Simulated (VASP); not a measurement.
# BeZn2Se3 (P3m1) in VASP: notebook, part 2 of 2

VASP 6.6.1.

### 3 Relaxation of cell and atoms, PBE

This run uses another cell than the first one, of 21.52 Å³/atom, 0.998 times its volume.

INCAR

```
SYSTEM = BeZn2Se3
ALGO     = Normal         ! electronic algorithm
EDIFF    = 1E-7           ! SCF threshold, eV
EDIFFG   = -0.005         ! ionic threshold
ENCUT    = 520            ! plane-wave cutoff, eV
GGA      = PE             ! functional
IBRION   = 2              ! ionic algorithm
ISIF     = 3              ! what is computed and relaxed
ISMEAR   = 0              ! smearing method
KPAR     = 4            
LASPH    = .True.         ! aspherical terms in the spheres
LCHARG   = .False.        ! write CHGCAR
LREAL    = .False.        ! projectors in reciprocal space
LWAVE    = .False.        ! write WAVECAR
NELM     = 120            ! most SCF steps
NSW      = 60             ! ionic steps
POTIM    = 0.3            ! step
PREC     = Accurate       ! precision mode
SIGMA    = 0.03           ! smearing width, eV
```

KPOINTS

```
k-points
0
Gamma
  8 8 4
  0 0 0
```

POSCAR

```
BeZn2Se3                                
1.0
    3.9283151080      0.0000000000      0.0000000000
   -1.9641575540      3.4020206835      0.0000000000
   -0.0000000000      0.0000000000      9.6610579755
  Be              Zn              Se            
     1     2     3
Direct
     0.0000000000000000    0.0000000000000000    0.6679366245068573
     0.6666666699999979    0.3333333300000021    0.9930950288013807
     0.3333333300000021    0.6666666699999979    0.3429996698013767
     0.6666666699999979    0.3333333300000021    0.2480549243318887
     0.3333333300000021    0.6666666699999979    0.5992259516378659
     0.0000000000000000    0.0000000000000000    0.8988176709206328
```

Potentials or basis: VASP PAW PBE potentials, release 64 (Be, Zn, Se).

On the command line:

```console
> cat potpaw_PBE.64/Be/POTCAR potpaw_PBE.64/Zn/POTCAR potpaw_PBE.64/Se/POTCAR > POTCAR
> mpirun -np 4 vasp_std > vasp.out
```

OUTCAR:

```text
SYSTEM = BeZn2Se3
   EDIFF = 1E-7
   EDIFFG = -0.005
   ENCUT = 520
   GGA = PE
   IBRION = 2
   ISIF = 3
   ISMEAR = 0
   LASPH = .True.
   LREAL = .False.
   NELM = 120
   NSW = 60
   POTIM = 0.3
   PREC = Accurate

 ion  position               nearest neighbor table
   1  0.000  0.000  0.668-   6 2.23   5 2.36   5 2.36   5 2.36
   2  0.667  0.333  0.993-   6 2.44   6 2.44   6 2.44   4 2.46
   3  0.333  0.667  0.343-   4 2.45   4 2.45   4 2.45   5 2.48
   4  0.667  0.333  0.248-   3 2.45   3 2.45   3 2.45   2 2.46
   5  0.333  0.667  0.599-   1 2.36   1 2.36   1 2.36   3 2.48
   6  0.000  0.000  0.899-   1 2.23   2 2.44   2 2.44   2 2.44

  LATTYP: Found a hexagonal cell.
 ALAT       =     3.9283151080
 C/A-ratio  =     2.4593388539

  Lattice vectors:

 A1 = (   3.9283151080,   0.0000000000,   0.0000000000)
 A2 = (  -1.9641575540,   3.4020206835,   0.0000000000)
 A3 = (   0.0000000000,   0.0000000000,   9.6610579755)

Analysis of symmetry for initial positions (statically):
=====================================================================
 Subroutine PRICEL returns:
 Original cell was already a primitive cell.

 Routine SETGRP: Setting up the symmetry group for a
 hexagonal supercell.

 Subroutine GETGRP returns: Found  6 space group operations
 (whereof  6 operations were pure point group operations)
 out of a pool of 24 trial point group operations.

The static configuration has the point symmetry C_3v.

Analysis of symmetry for dynamics (positions and initial velocities):
=====================================================================
 Subroutine PRICEL returns:
 Original cell was already a primitive cell.

 Routine SETGRP: Setting up the symmetry group for a
 hexagonal supercell.

 Subroutine GETGRP returns: Found  6 space group operations
 (whereof  6 operations were pure point group operations)
 out of a pool of 24 trial point group operations.

The dynamic configuration has the point symmetry C_3v.

 Subroutine INISYM returns: Found  6 space group operations
 (whereof  6 operations are pure point group operations),
 and found     1 'primitive' translations

----------------------------------------------------------------------------------------

                                     Primitive cell

  volume of cell :     129.1124

  direct lattice vectors                    reciprocal lattice vectors
     3.928315108  0.000000000  0.000000000     0.254562064  0.146971476  0.000000000
    -1.964157554  3.402020683  0.000000000     0.000000000  0.293942951  0.000000000
     0.000000000  0.000000000  9.661057976     0.000000000  0.000000000  0.103508332

  length of vectors
[... 122 lines left out ...]
 non-spin polarized calculation
 Gauss-broadening in eV      SIGMA  =   0.03
  energy-cutoff  :      520.00
  volume of cell :      129.11
 maximum number of plane-waves:      3522
 NGX is ok and might be reduce to    30
   NGX = 15   NGY = 15   NGZ = 35

--------------------------------------- Ionic step        1  -------------------------------------------

 number of electron      43.9999974 magnetization

 Free energy of the ion-electron system (eV)
  ---------------------------------------------------
  ext. energy  EPLUGINS =         0.00000000
  ---------------------------------------------------
  free energy    TOTEN  =       -20.67633095 eV

  energy without entropy =      -20.67633095  energy(sigma->0) =      -20.67633095

------------------------ aborting loop because EDIFF is reached ----------------------------------------

  FORCE on cell =-STRESS in cart. coord.  units (eV):
  Direction    XX          YY          ZZ          XY          YZ          ZX
  --------------------------------------------------------------------------------------
  -------------------------------------------------------------------------------------
  Total        0.0253906      0.0253906      0.0367036      0.0000000      0.0000000      0.0000000
  in kB        0.3150767      0.3150767      0.4554614      0.0000000      0.0000000      0.0000000
  external PRESSURE =       0.3618716 kB  Pullay stress =       0.0000000 kB

 VOLUME and BASIS-vectors are now :
 -----------------------------------------------------------------------------
  energy-cutoff  :      520.00
  volume of cell :      129.11
      direct lattice vectors                 reciprocal lattice vectors
     3.928315108  0.000000000  0.000000000     0.254562064  0.146971476  0.000000000
    -1.964157554  3.402020683  0.000000000     0.000000000  0.293942951  0.000000000
     0.000000000  0.000000000  9.661057976     0.000000000  0.000000000  0.103508332

 POSITION                                       TOTAL-FORCE (eV/Angst)
 -----------------------------------------------------------------------------------
      0.00000      0.00000      6.45297        -0.000000     -0.000000      0.000449
      1.96416      1.13401      9.59435        -0.000000      0.000000     -0.005416
     -0.00000      2.26801      3.31374         0.000000     -0.000000     -0.002300
      1.96416      1.13401      2.39647        -0.000000      0.000000      0.001599
     -0.00000      2.26801      5.78916         0.000000     -0.000000      0.005222
      0.00000      0.00000      8.68353        -0.000000      0.000000      0.000447
 -----------------------------------------------------------------------------------
    total drift:                                0.000001     -0.000002     -0.000668

  FREE ENERGIE OF THE ION-ELECTRON SYSTEM (eV)
  ---------------------------------------------------
  free  energy   TOTEN  =       -20.6763309451 eV

  energy  without entropy=      -20.6763309451  energy(sigma->0) =      -20.67633095

--------------------------------------- Ionic step        2  -------------------------------------------

 number of electron      43.9999974 magnetization

 Free energy of the ion-electron system (eV)
  ---------------------------------------------------
  ext. energy  EPLUGINS =         0.00000000
  ---------------------------------------------------
  free energy    TOTEN  =       -20.67633820 eV

  energy without entropy =      -20.67633820  energy(sigma->0) =      -20.67633820

 E-fermi :   2.1171     XC(G=0):  -9.2246

 val. band max:        1.9703581544   @ k =   0.0000   0.0000   0.0000
 cond. band min:       3.7115595353   @ k =   0.0000   0.0000   0.0000
 fundamental gap:      1.7412013809
 Fermi energy:         2.1170938828

 k-point     1 :       0.0000    0.0000    0.0000
  band No.  band energies     occupation
      1     -11.4022      2.00000
      2     -10.8380      2.00000
      3     -10.6247      2.00000
      4      -4.5758      2.00000
      5      -4.5758      2.00000
      6      -4.5691      2.00000
[... 685 lines left out ...]
     25       6.8053      0.00000
     26       7.3436      0.00000

 [... further k-points ...]
[... 5 lines left out ...]
  --------------------------------------------------------------------------------------
  -------------------------------------------------------------------------------------
  Total        0.0061710      0.0061710      0.0072506      0.0000000     -0.0000000     -0.0000000
  in kB        0.0765441      0.0765441      0.0899357      0.0000000     -0.0000000     -0.0000000
  external PRESSURE =       0.0810080 kB  Pullay stress =       0.0000000 kB

 VOLUME and BASIS-vectors are now :
 -----------------------------------------------------------------------------
  energy-cutoff  :      520.00
  volume of cell :      129.17
      direct lattice vectors                 reciprocal lattice vectors
     3.928796292  0.000000000  0.000000000     0.254530886  0.146953475  0.000000000
    -1.964398146  3.402437401  0.000000000     0.000000000  0.293906950  0.000000000
     0.000000000  0.000000000  9.662768640     0.000000000  0.000000000  0.103490008

 POSITION                                       TOTAL-FORCE (eV/Angst)
 -----------------------------------------------------------------------------------
      1.96440      3.40244      6.45413        -0.000000     -0.000000      0.001559
      1.96440      1.13415      9.59589        -0.000000     -0.000000     -0.004144
     -0.00000      2.26829      3.31426        -0.000000      0.000000     -0.001211
      1.96440      1.13415      2.39694         0.000000      0.000000      0.000585
     -0.00000      2.26829      5.79033         0.000000     -0.000000      0.003121
      3.92880      0.00000      8.68508         0.000000     -0.000000      0.000090
 -----------------------------------------------------------------------------------
    total drift:                                0.000001     -0.000002     -0.000716

  FREE ENERGIE OF THE ION-ELECTRON SYSTEM (eV)
  ---------------------------------------------------
  free  energy   TOTEN  =       -20.6763381968 eV

  energy  without entropy=      -20.6763381968  energy(sigma->0) =      -20.67633820

 reached required accuracy - stopping structural energy minimisation
```

Wall time 40 s (4 MPI ranks of Intel Xeon Platinum 8559C (Emerald Rapids), shared host); peak memory 0.31 GiB.

What came out:

- Free energy: -20.6763 eV
- Relaxed volume: 21.53 Å³/atom
- Relaxed cell: a = 3.929 Å, b = 3.929 Å, c = 9.663 Å, α = 90.00°, β = 90.00°, γ = 120.00°
- Space group after relaxing (to 0.05 Å): P3m1 (No. 156)
- Energy gained by relaxing: 0.0 meV/atom
- Ionic steps: 2
- Pressure after relaxing: 0.0 GPa
- Largest force after relaxing: 0.004 eV/Å
- Band gap on the k mesh: 1.74 eV, direct

Forces in eV/Å, atoms in the order of the input:
```
Be   0.000  0.000  0.002
Zn   0.000  0.000 -0.004
Zn   0.000  0.000 -0.001
Se   0.000  0.000  0.001
Se   0.000  0.000  0.003
Se   0.000  0.000  0.000
```

Final structure:
```
Be Zn Se
1.0
     3.92880    0.00000    0.00000
    -1.96440    3.40244    0.00000
     0.00000    0.00000    9.66277
Be Zn Se
1 2 3
Direct
  0.00000 0.00000 0.66794
  0.66667 0.33333 0.99308
  0.33333 0.66667 0.34299
  0.66667 0.33333 0.24806
  0.33333 0.66667 0.59924
  0.00000 0.00000 0.89882
```

As with any semilocal functional, this PBE gap is likely too small.

### 4 Single point, r2SCAN

INCAR

```
SYSTEM = BeZn2Se3
ALGO     = Normal         ! electronic algorithm
EDIFF    = 1E-6           ! SCF threshold, eV
ENCUT    = 520            ! plane-wave cutoff, eV
ISIF     = 2              ! what is computed and relaxed
ISMEAR   = 0              ! smearing method
KPAR     = 4            
LASPH    = .True.         ! aspherical terms in the spheres
LCHARG   = .False.        ! write CHGCAR
LMIXTAU  = .True.       
LREAL    = .False.        ! projectors in reciprocal space
LWAVE    = .False.        ! write WAVECAR
METAGGA  = R2SCAN         ! meta-GGA
NBANDS   = 31             ! bands
NELM     = 150            ! most SCF steps
PREC     = Accurate       ! precision mode
SIGMA    = 0.03           ! smearing width, eV
```

KPOINTS is that of step 3.

POSCAR

```
BeZn2Se3                                
1.0
    3.9287962920      0.0000000000      0.0000000000
   -1.9643981460      3.4024374011      0.0000000000
    0.0000000000      0.0000000000      9.6627686401
  Be              Zn              Se            
     1     2     3
Direct
     1.0000000000000000    1.0000000000000000    0.6679379692102836
     0.6666666699999979    0.3333333300000021    0.9930788020994057
     0.3333333300000021    0.6666666699999979    0.3429927779973553
     0.6666666699999979    0.3333333300000021    0.2480597141030934
     0.3333333300000021    0.6666666699999979    0.5992415970123057
     1.0000000000000000    0.0000000000000000    0.8988190095775583
```

On the command line:

```console
> cat potpaw_PBE.64/Be/POTCAR potpaw_PBE.64/Zn/POTCAR potpaw_PBE.64/Se/POTCAR > POTCAR
> mpirun -np 4 vasp_std > vasp.out
```

It took 1.7 min on 4 MPI ranks of Intel Xeon Platinum 8559C (Emerald Rapids), shared host; peak memory 0.34 GiB.

It converged, with:

* Free energy: -70.1060 eV
* Pressure: -2.0 GPa
* Largest force: 0.152 eV/Å
* Band gap on the k mesh: 2.33 eV, direct

Forces on the atoms (eV/Å):
```
Be   0.000  0.000  0.018
Zn   0.000  0.000 -0.022
Zn   0.000  0.000 -0.018
Se   0.000  0.000  0.018
Se   0.000  0.000 -0.147
Se   0.000  0.000  0.152
```

Levels at points of the mesh, in eV from the valence-band top:
| k point | band 20 | band 21 | band 22 | band 23 | band 24 | band 25 |
| --- | --- | --- | --- | --- | --- | --- |
| (0.00, 0.00, 0.00) | -0.23 | 0.00 | 0.00 | 2.33 | 3.54 | 3.68 |
| (0.50, 0.00, 0.00) | -2.04 | -1.43 | -1.20 | 3.08 | 3.89 | 4.24 |
| (0.00, 0.00, 0.50) | -0.38 | -0.15 | -0.15 | 3.33 | 3.51 | 3.61 |
| (0.50, 0.00, 0.50) | -1.81 | -1.08 | -0.90 | 3.21 | 3.56 | 4.10 |

Caveat: the PAW data sets were made with another functional, which shifts forces and pressure a little. r2SCAN opens gaps a little over a GGA but as a rule still falls short of measured ones.
